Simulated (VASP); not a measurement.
# OBSiClH4 in VASP: a series of runs

One molecule, OBSiClH4, is run at these levels: PBE+TS, PBE; tasks: atomic charges, electron localisation function.

All numbers are computed with VASP 6.6.1; they aren't measurements. Logs are shortened: lines on timing, memory, paths and dates and some standing lists are left out, and cuts for length are marked.

## 1. Starting point

The cell holds a molecule in a box, 8 atoms: a = 12.000 Å, b = 13.000 Å, c = 14.000 Å, α = 90.00°, β = 90.00°, γ = 90.00°.

## 2. Atomic charges, PBE+TS

The input, INCAR:

```
SYSTEM = SiBH4ClO
PREC     = Accurate       ! precision mode
ENCUT    = 520            ! plane-wave cutoff, eV
EDIFF    = 1E-6           ! SCF threshold, eV
ISMEAR   = 0              ! smearing method
SIGMA    = 0.01           ! smearing width, eV
LREAL    = .False.        ! projectors in reciprocal space
LASPH    = .True.         ! aspherical terms in the spheres
NELM     = 60             ! most SCF steps
ALGO     = Normal         ! electronic algorithm
ISIF     = 2              ! what is computed and relaxed
LWAVE    = .False.        ! write WAVECAR
LCHARG   = .False.        ! write CHGCAR
GGA      = PE             ! functional
IVDW     = 2              ! dispersion correction
LORBIT   = 10             ! projections on sites
```

The input, KPOINTS:

```
Automatic mesh
0
Gamma
  1 1 1
  0 0 0
```

The input, POSCAR:

```
SiBH4ClO
1.0
   12.0000000000      0.0000000000      0.0000000000
    0.0000000000     13.0000000000      0.0000000000
    0.0000000000      0.0000000000     14.0000000000
O B Si Cl H
1 1 1 1 4
Direct
    0.4220500000      0.6155500000      0.4404464300
    0.4491583300      0.5158884600      0.4502964300
    0.4828583300      0.4534653800      0.5794750000
    0.4557416700      0.4364961500      0.3469892900
    0.4079583300      0.6360115400      0.3753321400
    0.4730583300      0.5300500000      0.6578678600
    0.5979916700      0.4109346200      0.5788107100
    0.4041750000      0.3672192300      0.5978035700
```

Potentials or basis: VASP PAW PBE potentials, release 64 (O, B, Si, Cl, H).

The run is started by

```
cat potpaw_PBE.64/O/POTCAR potpaw_PBE.64/B/POTCAR potpaw_PBE.64/Si/POTCAR potpaw_PBE.64/Cl/POTCAR potpaw_PBE.64/H/POTCAR > POTCAR
mpirun -np 1 vasp_gam > vasp.out
```

OUTCAR:

```text
SYSTEM = SiBH4ClO
   PREC = Accurate
   ENCUT = 520
   EDIFF = 1E-6
   ISMEAR = 0
   LREAL = .False.
   LASPH = .True.
   NELM = 60
   ISIF = 2
   GGA = PE
   IVDW = 2
   LORBIT = 10
  IVDW =   2

 ion  position               nearest neighbor table
   1  0.422  0.616  0.440-   5 0.96   2 1.34
   2  0.449  0.516  0.450-   1 1.34   4 1.78   3 2.02
   3  0.483  0.453  0.579-   6 1.49   8 1.49   7 1.49   2 2.02
   4  0.456  0.436  0.347-   2 1.78
   5  0.408  0.636  0.375-   1 0.96
   6  0.473  0.530  0.658-   3 1.49
   7  0.598  0.411  0.579-   3 1.49
   8  0.404  0.367  0.598-   3 1.49

  LATTYP: Found a simple orthorhombic cell.
 ALAT       =    12.0000000000
 B/A-ratio  =     1.0833333333
 C/A-ratio  =     1.1666666667

  Lattice vectors:

 A1 = (  12.0000000000,   0.0000000000,   0.0000000000)
 A2 = (   0.0000000000,  13.0000000000,   0.0000000000)
 A3 = (   0.0000000000,   0.0000000000,  14.0000000000)

Analysis of symmetry for initial positions (statically):
=====================================================================
 Subroutine PRICEL returns:
 Original cell was already a primitive cell.

 Routine SETGRP: Setting up the symmetry group for a
 simple orthorhombic supercell.

 Subroutine GETGRP returns: Found  1 space group operations
 (whereof  1 operations were pure point group operations)
 out of a pool of  8 trial point group operations.

The static configuration has the point symmetry C_1 .

Analysis of symmetry for dynamics (positions and initial velocities):
=====================================================================
 Subroutine PRICEL returns:
 Original cell was already a primitive cell.

 Routine SETGRP: Setting up the symmetry group for a
 simple orthorhombic supercell.

 Subroutine GETGRP returns: Found  1 space group operations
 (whereof  1 operations were pure point group operations)
 out of a pool of  8 trial point group operations.

The dynamic configuration has the point symmetry C_1 .

 Subroutine INISYM returns: Found  1 space group operations
 (whereof  1 operations are pure point group operations),
 and found     1 'primitive' translations

----------------------------------------------------------------------------------------

                                     Primitive cell

  volume of cell :    2184.0000

  direct lattice vectors                    reciprocal lattice vectors
    12.000000000  0.000000000  0.000000000     0.083333333  0.000000000  0.000000000
     0.000000000 13.000000000  0.000000000     0.000000000  0.076923077  0.000000000
     0.000000000  0.000000000 14.000000000     0.000000000  0.000000000  0.071428571

  length of vectors
    12.000000000 13.000000000 14.000000000     0.083333333  0.076923077  0.071428571

  position of ions in fractional coordinates (direct lattice)
     0.422050000  0.615550000  0.440446430
     0.449158330  0.515888460  0.450296430
     0.482858330  0.453465380  0.579475000
     0.455741670  0.436496150  0.346989290
     0.407958330  0.636011540  0.375332140
     0.473058330  0.530050000  0.657867860
     0.597991670  0.410934620  0.578810710
     0.404175000  0.367219230  0.597803570

  ion indices of the primitive-cell ions
   primitive index   ion index
                 1           1
                 2           2
                 3           3
                 4           4
                 5           5
                 6           6
                 7           7
                 8           8

----------------------------------------------------------------------------------------

 KPOINTS: Automatic mesh

Automatic generation of k-mesh.
 Grid dimensions read from file:
 generate k-points for:    1    1    1

 Generating k-lattice:

  Cartesian coordinates                     Fractional coordinates (reciprocal lattice)
     0.083333333  0.000000000  0.000000000     1.000000000  0.000000000  0.000000000
     0.000000000  0.076923077  0.000000000     0.000000000  1.000000000  0.000000000
     0.000000000  0.000000000  0.071428571     0.000000000  0.000000000  1.000000000

  Length of vectors
     0.083333333  0.076923077  0.071428571

  Shift w.r.t. Gamma in fractional coordinates (k-lattice)
     0.000000000  0.000000000  0.000000000

 Subroutine IBZKPT returns following result:
 ===========================================

 Found      1 irreducible k-points:

 Following reciprocal coordinates:
            Coordinates               Weight
  0.000000  0.000000  0.000000      1.000000
   k-points           NKPTS =      1   k-points in BZ     NKDIM =      1   number of bands    NBANDS=     17
   number of dos      NEDOS =    301   number of ions     NIONS =      8
   total plane-waves  NPLWV = 952560
   dimension x,y,z NGX =    90 NGY =   98 NGZ =  108
   dimension x,y,z NGXF=   180 NGYF=  196 NGZF=  216
   ions per type =               1   1   1   1   4
   NGX,Y,Z   is equivalent  to a cutoff of  12.47, 12.53, 12.82 a.u.
   NGXF,Y,Z  is equivalent  to a cutoff of  24.94, 25.06, 25.65 a.u.
 SYSTEM =  SiBH4ClO
   PREC   = accura    normal or accurate (medium, high low for compatibility)
   ISTART =      0    job   : 0-new  1-cont  2-samecut
   ICHARG =      2    charge: 1-file 2-atom 10-const
   ISPIN  =      1    spin polarized calculation?
   LNONCOLLINEAR =      F non collinear calculations
   LSORBIT =      F    spin-orbit coupling
   LASPH  =      T    aspherical Exc in radial PAW
   ENCUT  =  520.0 eV  38.22 Ry    6.18 a.u.  22.31 24.17 26.03*2*pi/ulx,y,z
   NELM   =     60;   NELMIN=  2; NELMDL= -5     # of ELM steps
   EDIFF  = 0.1E-05   stopping-criterion for ELM
   LREAL  =      F    real-space projection
   EDIFFG = 0.1E-04   stopping-criterion for IOM
   NSW    =      0    number of steps for IOM
   IBRION =     -1    ionic relax: 0-MD 1-quasi-New 2-CG
   NFREE  =      0    steps in history (QN), initial steepest desc. (CG)
   ISIF   =      2    stress and relaxation
   ISYM   =      2    0-nonsym 1-usesym 2-fastsym
   POTIM  = 0.5000    time-step for ionic-motion
   TEBEG  =    0.0;   TEEND  =   0.0 temperature during run
   PSTRESS=    0.0 pullay stress
   NELECT =      24.0000    total number of electrons
   NUPDOWN=      -1.0000    fix difference up-down
   EMIN   =  10.00;   EMAX   =-10.00  energy-range for DOS
   EFERMI =   0.00;   METHOD = LEGACY
   ISMEAR =     0;   SIGMA  =   0.01  broadening in eV -4-tet -1-fermi 0-gaus
   EFERMI_NEDOS =   21; number of points for ismear=-14 and -15
   IALGO  =     38    algorithm
   IMIX   =      4    mixing-type and parameters
     AMIX     =   0.40;   BMIX     =  1.00
     AMIX_MAG =   1.60;   BMIX_MAG =  1.00
  volume/ion in A,a.u.               =     273.00      1842.29
  Fermi-wavevector in a.u.,A,eV,Ry     =   0.363966  0.687796  1.802383  0.132471
  Thomas-Fermi vector in A             =   1.286425
   LORBIT       =     10    0 simple, 1 ext, 2 COOP (PROOUT), +10 PAW based schemes
   GGA     = PE    functional components
   LHFCALC =     F    Hartree Fock is set to
   AEXX    =    0.0000 exact exchange contribution
   IVDW    =     2    specifies the selected vdW correction
   LEPSILON=     F    determine dielectric tensor
   LRPA    =     F    only Hartree local field effects (RPA)
 non-spin polarized calculation
 Gauss-broadening in eV      SIGMA  =   0.01
  energy-cutoff  :      520.00
  volume of cell :     2184.00
 maximum number of plane-waves:     29381
 NGX is ok and might be reduce to    90
   NGX = 45   NGY = 49   NGZ = 53

 number of electron      24.0000000 magnetization

 Free energy of the ion-electron system (eV)
  ---------------------------------------------------
  ext. energy  EPLUGINS =         0.00000000
  ---------------------------------------------------
  free energy    TOTEN  =       -36.64884300 eV

  energy without entropy =      -36.64884300  energy(sigma->0) =      -36.64884300

 E-fermi :  -6.8155     XC(G=0):  -0.7540

 val. band max:       -6.9218594126   @ k =   0.0000   0.0000   0.0000
 cond. band min:      -1.8288791833   @ k =   0.0000   0.0000   0.0000
 fundamental gap:      5.0929802293
 Fermi energy:        -6.8155391517

 k-point     1 :       0.0000    0.0000    0.0000
  band No.  band energies     occupation
      1     -26.3680      2.00000
      2     -20.7485      2.00000
      3     -14.6047      2.00000
      4     -12.9396      2.00000
      5     -11.4441      2.00000
      6      -9.7925      2.00000
[... 9 lines left out ...]
     16       0.1445      0.00000
     17       0.3461      0.00000

------------------------ aborting loop because EDIFF is reached ----------------------------------------

  Hirshfeld charges:
            ion         q(e)
   ------------------------------
      1     O       -0.20663111
      2     B        0.11091693
      3     Si       0.21174636
      4     Cl      -0.08083300
      5     H        0.17253874
      6     H       -0.07009935
      7     H       -0.06883285
      8     H       -0.06880571

  Tkatchenko/Scheffler method for vdW energy calculation

  Number of pair interactions contributing to vdW energy:    8675

  Edisp (eV):   -0.03802

  FORCE on cell =-STRESS in cart. coord.  units (eV):
  Direction    XX          YY          ZZ          XY          YZ          ZX
  --------------------------------------------------------------------------------------
  -------------------------------------------------------------------------------------
  Total       0.20392     1.03747     0.90899    -0.22501    -0.07969     0.10829
  in kB       0.14960     0.76108     0.66683    -0.16507    -0.05846     0.07944
  external pressure =        0.53 kB  Pullay stress =        0.00 kB

 VOLUME and BASIS-vectors are now :
 -----------------------------------------------------------------------------
  energy-cutoff  :      520.00
  volume of cell :     2184.00
      direct lattice vectors                 reciprocal lattice vectors
    12.000000000  0.000000000  0.000000000     0.083333333  0.000000000  0.000000000
     0.000000000 13.000000000  0.000000000     0.000000000  0.076923077  0.000000000
     0.000000000  0.000000000 14.000000000     0.000000000  0.000000000  0.071428571

 POSITION                                       TOTAL-FORCE (eV/Angst)
 -----------------------------------------------------------------------------------
      5.06460      8.00215      6.16625        -0.024249      0.337788      0.492364
      5.38990      6.70655      6.30415         0.106964     -0.400307      0.092097
      5.79430      5.89505      8.11265        -0.019191      0.054245     -0.045281
      5.46890      5.67445      4.85785         0.013176     -0.122083     -0.138399
      4.89550      8.26815      5.25465        -0.113491      0.211351     -0.545486
      5.67670      6.89065      9.21015        -0.006495      0.078605      0.108530
      7.17590      5.34215      8.10335         0.116479     -0.056656      0.007247
      4.85010      4.77385      8.36925        -0.073195     -0.102944      0.028927
 -----------------------------------------------------------------------------------
    total drift:                               -0.000125     -0.000407     -0.000539

  FREE ENERGIE OF THE ION-ELECTRON SYSTEM (eV)
  ---------------------------------------------------
  free  energy   TOTEN  =       -36.6868657581 eV

  energy  without entropy=      -36.6868657581  energy(sigma->0) =      -36.68686576

 total charge

# of ion       s       p       d       tot
------------------------------------------
    1        1.571   3.641   0.000   5.212
    2        0.731   1.245   0.000   1.976
    3        0.729   1.045   0.000   1.774
    4        1.601   3.561   0.000   5.163
    5        0.624   0.127   0.000   0.751
    6        0.574   0.013   0.000   0.587
    7        0.571   0.013   0.000   0.584
    8        0.571   0.013   0.000   0.584
--------------------------------------------------
tot          6.973   9.659   0.000  16.631
```

It took 3.2 min on 1 thread of Intel Xeon Platinum 8488C (Sapphire Rapids), shared host; peak memory 1.7 GiB.

What came out:

- Free energy: -36.6869 eV
- Largest force: 0.598 eV/Å
- Gap between the frontier levels: 5.09 eV
- Valence electrons inside the program's atomic spheres: O 5.21; B 1.98; Si 1.77; Cl 5.16; H 0.75, 0.59, 0.58
- Hirshfeld charges: O -0.21; B +0.11; Si +0.21; Cl -0.08; H +0.17, -0.07 e
- Dispersion energy per atom: -0.005 eV

Forces in eV/Å, atoms in the order of the input:
```
O   -0.024  0.338  0.492
B    0.107 -0.400  0.092
Si  -0.019  0.054 -0.045
Cl   0.013 -0.122 -0.138
H   -0.113  0.211 -0.545
H   -0.006  0.079  0.109
H    0.116 -0.057  0.007
H   -0.073 -0.103  0.029
```

## 3. Electron localisation function, PBE

The input, INCAR:

```
ALGO     = Fast           # electronic algorithm
EDIFF    = 1E-7           # SCF threshold, eV
ENCUT    = 520            # plane-wave cutoff, eV
GGA      = PE             # functional
ISIF     = 2              # what is computed and relaxed
ISMEAR   = 0              # smearing method
LASPH    = True           # aspherical terms in the spheres
LCHARG   = True           # write CHGCAR
LELF     = True           # ELF
LREAL    = False          # projectors in reciprocal space
LWAVE    = False          # write WAVECAR
NELM     = 60             # most SCF steps
PREC     = Accurate       # precision mode
SIGMA    = 0.01           # smearing width, eV
```

The input, KPOINTS:

```
k-points
0
Gamma
  1 1 1
```

POSCAR is that of step 2.

Potentials or basis: VASP PAW PBE potentials, release 64 (O, B, Si, Cl, H).

The run is started by

```
cat potpaw_PBE.64/O/POTCAR potpaw_PBE.64/B/POTCAR potpaw_PBE.64/Si/POTCAR potpaw_PBE.64/Cl/POTCAR potpaw_PBE.64/H/POTCAR > POTCAR
mpirun -np 1 vasp_gam > vasp.out
```

Wall time 3.2 min (1 thread of Intel Xeon Platinum 8488C (Sapphire Rapids), shared host); peak memory 1.7 GiB.

It converged, with:

| Property | Result |
| --- | --- |
| Free energy | -36.6488 eV |
| Largest force | 0.600 eV/Å |
| Gap between the frontier levels | 5.09 eV |

Forces on the atoms (eV/Å):
```
O   -0.023  0.332  0.491
B    0.111 -0.408  0.109
Si  -0.022  0.056 -0.062
Cl   0.012 -0.112 -0.131
H   -0.114  0.210 -0.551
H   -0.005  0.071  0.103
H    0.109 -0.053  0.010
H   -0.068 -0.097  0.031
```

Levels at points of the mesh, in eV from the valence-band top:
| k point | band 9 | band 10 | band 11 | band 12 | band 13 | band 14 | band 15 | band 16 |
| --- | --- | --- | --- | --- | --- | --- | --- | --- |
| (0.00, 0.00, 0.00) | -1.24 | -0.96 | -0.87 | 0.00 | 5.09 | 6.25 | 6.90 | 7.07 |
